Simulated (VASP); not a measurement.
# Mg6MnSi (Amm2) in VASP: reference runs, part 2 of 2

VASP 6.6.1.

## 3. Single point, PBE, collinear spin, ferromagnetic start (atoms moved at random, drawn with an rms of 0.05 Å)

Contents of INCAR:

```
PREC = Accurate
ENCUT = 520
EDIFF = 1E-7
ISMEAR = -1
SIGMA = 0.05
LREAL = F
LASPH = T
NELM = 150
ALGO = Normal
ISIF = 2
LWAVE = F
LCHARG = F
ISPIN = 2
MAGMOM = 4 0 0 0 0 0 0 0
LORBIT = 11
LMAXMIX = 4
GGA = PE
NBANDS = 28
```

Contents of KPOINTS:

```
Automatic mesh
0
Gamma
  6 5 5
```

Contents of POSCAR:

```
Mg6MnSi
1.0
    4.7886250000      0.0000000000      0.0000000000
    0.0000000000      3.0947430000      5.3043015000
    0.0000000000     -3.0947430000      5.3043015000
Mn Si Mg
1 1 6
Direct
   -0.0041620000      0.8207560000      0.8236980000
    0.5016770000      0.6741560000      0.6797980000
    0.5013810000      0.1646810000      0.1732070000
    0.4921300000      0.6636260000      0.1552840000
    0.4878670000      0.1528780000      0.6755630000
   -0.0006000000      0.3373200000      0.3298550000
    0.0084480000      0.8227420000      0.3506260000
   -0.0006130000      0.3482740000      0.8201320000
```

Potentials or basis: VASP PAW PBE potentials, release 64 (Mn_pv, Si, Mg).

Started as:

```console
cat potpaw_PBE.64/Mn_pv/POTCAR potpaw_PBE.64/Si/POTCAR potpaw_PBE.64/Mg/POTCAR > POTCAR
mpirun -np 1 vasp_std > vasp.out
```

OUTCAR:

```text
PREC = Accurate
   ENCUT = 520
   EDIFF = 1E-7
   ISMEAR = -1
   LREAL = F
   LASPH = T
   NELM = 150
   ISIF = 2
   ISPIN = 2
   LORBIT = 11
   GGA = PE

 ion  position               nearest neighbor table
   1  0.996  0.821  0.824-   2 2.82   2 2.87   7 2.90   8 2.91   5 2.95   4 2.97   4 2.99   5 3.01
                             6 3.06   6 3.13   8 3.23   7 3.24
   2  0.502  0.674  0.680-   1 2.82   1 2.87   4 2.89   5 2.93   7 2.95   8 2.95   8 2.97   7 3.00
                             3 3.09   3 3.10   5 3.21   4 3.25
   3  0.501  0.165  0.173-   6 2.96   6 2.97   7 2.99   4 3.01   7 3.04   8 3.04   5 3.05   8 3.06
                             2 3.09   5 3.09   2 3.10   4 3.13
   4  0.492  0.664  0.155-   2 2.89   6 2.94   1 2.97   7 2.99   6 2.99   1 2.99   5 3.00   3 3.01
                             7 3.11   3 3.13   5 3.19   2 3.25
   5  0.488  0.153  0.676-   2 2.93   1 2.95   8 2.96   6 2.98   4 3.00   1 3.01   8 3.05   3 3.05
                             6 3.07   3 3.09   4 3.19   2 3.21
   6  0.999  0.337  0.330-   4 2.94   3 2.96   3 2.97   5 2.98   4 2.99   8 3.04   7 3.05   1 3.06
                             5 3.07   8 3.10   7 3.10   1 3.13
   7  0.008  0.823  0.351-   1 2.90   8 2.92   2 2.95   4 2.99   3 2.99   2 3.00   3 3.04   6 3.05
                             6 3.10   4 3.11   1 3.24   8 3.27
   8  0.999  0.348  0.820-   1 2.91   7 2.92   2 2.95   5 2.96   2 2.97   3 3.04   6 3.04   5 3.05
                             3 3.06   6 3.10   1 3.23   7 3.27

  LATTYP: Found a base centered orthorhombic cell.
 ALAT       =     6.1894860000
 B/A-ratio  =     1.7139715640
 C/A-ratio  =     0.7736708670

  Lattice vectors:

 A1 = (   0.0000000000,   3.0947430000,  -5.3043015000)
 A2 = (   0.0000000000,   3.0947430000,   5.3043015000)
 A3 = (   4.7886250000,   0.0000000000,   0.0000000000)

Analysis of symmetry for initial positions (statically):
=====================================================================
 Subroutine PRICEL returns:
 Original cell was already a primitive cell.

 Routine SETGRP: Setting up the symmetry group for a
 base centered orthorhombic supercell.

 Subroutine GETGRP returns: Found  1 space group operations
 (whereof  1 operations were pure point group operations)
 out of a pool of  8 trial point group operations.

The static configuration has the point symmetry C_1 .

Analysis of symmetry for dynamics (positions and initial velocities):
=====================================================================
 Subroutine PRICEL returns:
 Original cell was already a primitive cell.

 Routine SETGRP: Setting up the symmetry group for a
 base centered orthorhombic supercell.

 Subroutine GETGRP returns: Found  1 space group operations
 (whereof  1 operations were pure point group operations)
 out of a pool of  8 trial point group operations.

The dynamic configuration has the point symmetry C_1 .

Analysis of structural, dynamic, and magnetic symmetry:
=====================================================================
 Subroutine PRICEL returns:
 Original cell was already a primitive cell.

 Routine SETGRP: Setting up the symmetry group for a
 base centered orthorhombic supercell.

 Subroutine GETGRP returns: Found  1 space group operations
 (whereof  1 operations were pure point group operations)
 out of a pool of  8 trial point group operations.

The overall configuration has the point symmetry C_1 .

 Subroutine INISYM returns: Found  1 space group operations
 (whereof  1 operations are pure point group operations),
 and found     1 'primitive' translations
[... 123 lines left out ...]
   EFERMI_NEDOS =   21; number of points for ismear=-14 and -15
   IALGO  =     38    algorithm
   IMIX   =      4    mixing-type and parameters
     AMIX     =   0.40;   BMIX     =  1.00
     AMIX_MAG =   1.60;   BMIX_MAG =  1.00
  volume/ion in A,a.u.               =      19.65       132.62
  Fermi-wavevector in a.u.,A,eV,Ry     =   0.931915  1.761064 11.816191  0.868466
  Thomas-Fermi vector in A             =   2.058458
   LORBIT       =     11    0 simple, 1 ext, 2 COOP (PROOUT), +10 PAW based schemes
   GGA     = PE    functional components
   LHFCALC =     F    Hartree Fock is set to
   AEXX    =    0.0000 exact exchange contribution
   IVDW    =     0    specifies the selected vdW correction
   LEPSILON=     F    determine dielectric tensor
   LRPA    =     F    only Hartree local field effects (RPA)
 spin polarized calculation
  energy-cutoff  :      520.00
  volume of cell :      157.21
 maximum number of plane-waves:      4269
   NGX = 17   NGY = 23   NGZ = 23

 number of electron      29.0000005 magnetization       3.3537167

 Free energy of the ion-electron system (eV)
  ---------------------------------------------------
  ext. energy  EPLUGINS =         0.00000000
  ---------------------------------------------------
  free energy    TOTEN  =       -22.54207301 eV

  energy without entropy =      -22.51181722  energy(sigma->0) =      -22.52694512

 E-fermi :   4.0236     XC(G=0):  -9.2936

 val. band max:        4.0213539789   @ k =   0.0000  -0.4000   0.4000
 cond. band min:       4.0434841649   @ k =   0.0000   0.4000   0.4000
 fundamental gap:      0.0221301859
 Fermi energy:         4.0236366264

 spin component 1

 k-point     1 :       0.0000    0.0000    0.0000
  band No.  band energies     occupation
      1     -45.8815      1.00000
      2     -45.7951      1.00000
      3     -45.7757      1.00000
      4      -4.8196      1.00000
      5      -0.8834      1.00000
      6       0.1815      1.00000
[... 685 lines left out ...]
     25       8.6939      0.00000
     26       8.9489      0.00000

 [... further k-points ...]

 spin component 2

 k-point     1 :       0.0000    0.0000    0.0000
  band No.  band energies     occupation
      1     -42.1812      1.00000
      2     -42.1314      1.00000
      3     -42.1138      1.00000
      4      -4.8275      1.00000
      5      -0.8722      1.00000
      6       0.5833      1.00000
[... 685 lines left out ...]
     25       8.7487      0.00000
     26       9.0812      0.00000

 [... further k-points ...]

 [bands above 26 left out]

------------------------ aborting loop because EDIFF is reached ----------------------------------------

  FORCE on cell =-STRESS in cart. coord.  units (eV):
  Direction    XX          YY          ZZ          XY          YZ          ZX
  --------------------------------------------------------------------------------------
  -------------------------------------------------------------------------------------
  Total       -0.2500735      0.1819944      0.1846876      0.1093435      0.1076503     -0.1834158
  in kB       -2.5484995      1.8547058      1.8821520      1.1143203      1.0970641     -1.8691908
  external PRESSURE =       0.3961194 kB  Pullay stress =       0.0000000 kB

 VOLUME and BASIS-vectors are now :
 -----------------------------------------------------------------------------
  energy-cutoff  :      520.00
  volume of cell :      157.21
      direct lattice vectors                 reciprocal lattice vectors
     4.788625000  0.000000000  0.000000000     0.208828213  0.000000000  0.000000000
     0.000000000  3.094743000  5.304301500     0.000000000  0.161564304  0.094263118
     0.000000000 -3.094743000  5.304301500     0.000000000 -0.161564304  0.094263118

 POSITION                                       TOTAL-FORCE (eV/Angst)
 -----------------------------------------------------------------------------------
      4.76869     -0.00910      8.72268        -0.066670      0.021086      0.030249
      2.40234     -0.01746      7.18178         0.014564      0.028625      0.110398
      2.40093     -0.02639      1.79226         0.036548     -0.008882     -0.117986
      2.35663      1.57319      4.34375         0.189589      0.082798      0.091892
      2.33621     -1.61758      4.39430         0.203456      0.022220     -0.106240
      4.78575      0.02310      3.53890        -0.130828     -0.107508     -0.075351
      0.04045      1.46108      6.22390        -0.172292      0.332304     -0.019023
      4.78569     -1.46028      6.19758        -0.074367     -0.370643      0.086061
 -----------------------------------------------------------------------------------
    total drift:                                0.001414      0.000721      0.000536

  FREE ENERGIE OF THE ION-ELECTRON SYSTEM (eV)
  ---------------------------------------------------
  free  energy   TOTEN  =       -22.5420730087 eV

  energy  without entropy=      -22.5118172232  energy(sigma->0) =      -22.52694512

 total charge

# of ion       s       p       d       tot
------------------------------------------
    1        0.280   6.163   4.985  11.428
    2        0.802   0.760   0.000   1.562
    3        0.216   0.139   0.018   0.372
    4        0.208   0.143   0.018   0.369
    5        0.207   0.142   0.018   0.367
    6        0.213   0.163   0.014   0.389
    7        0.203   0.142   0.019   0.364
    8        0.203   0.143   0.019   0.364
--------------------------------------------------
tot          2.331   7.794   5.090  15.216

 magnetization (x)

# of ion       s       p       d       tot
------------------------------------------
    1        0.039   0.031   3.447   3.516
    2        0.006  -0.034   0.000  -0.029
    3        0.005   0.002  -0.001   0.006
    4       -0.012  -0.005  -0.001  -0.017
    5       -0.012  -0.005  -0.001  -0.017
    6       -0.008  -0.009  -0.000  -0.018
    7       -0.008  -0.005  -0.001  -0.013
    8       -0.008  -0.005  -0.001  -0.013
--------------------------------------------------
tot          0.002  -0.030   3.443   3.415
```

It took 8.1 min on 1 thread of Intel Xeon 6975P-C (Granite Rapids), shared host; peak memory 0.71 GiB.

Results:

* Free energy: -22.5421 eV
* Pressure: 0.0 GPa
* Largest force: 0.388 eV/Å
* Band gap on the k mesh: none (metal or under the smearing width)
* Net moment: 3.35 μB per cell
* Site moments: Mn +3.52; Si -0.03; Mg +0.01, -0.02, -0.01 μB
* Valence electrons inside the program's atomic spheres: Mn 11.43; Si 1.56; Mg 0.37, 0.39, 0.36

Forces in eV/Å, atoms in the order of the input:
```
Mn  -0.067  0.021  0.030
Si   0.015  0.029  0.110
Mg   0.037 -0.009 -0.118
Mg   0.190  0.083  0.092
Mg   0.203  0.022 -0.106
Mg  -0.131 -0.108 -0.075
Mg  -0.172  0.332 -0.019
Mg  -0.074 -0.371  0.086
```

Levels at points of the mesh, in eV from the Fermi level:
Spin up:
| k point | band 14 | band 15 | band 16 | band 17 | band 18 | band 19 |
| --- | --- | --- | --- | --- | --- | --- |
| (0.00, 0.00, 0.00) | -1.95 | -1.56 | -1.53 | -0.48 | 1.74 | 2.82 |
| (0.50, 0.00, 0.00) | -1.59 | -1.11 | -0.89 | -0.79 | -0.31 | -0.09 |
Spin down:
```tsv
k point	band 11	band 12	band 13	band 14	band 15	band 16
(0.00, 0.00, 0.00)	-2.24	-1.17	-0.24	0.23	0.81	0.82
(0.50, 0.00, 0.00)	-1.12	-1.10	-0.95	-0.86	-0.67	-0.40
```
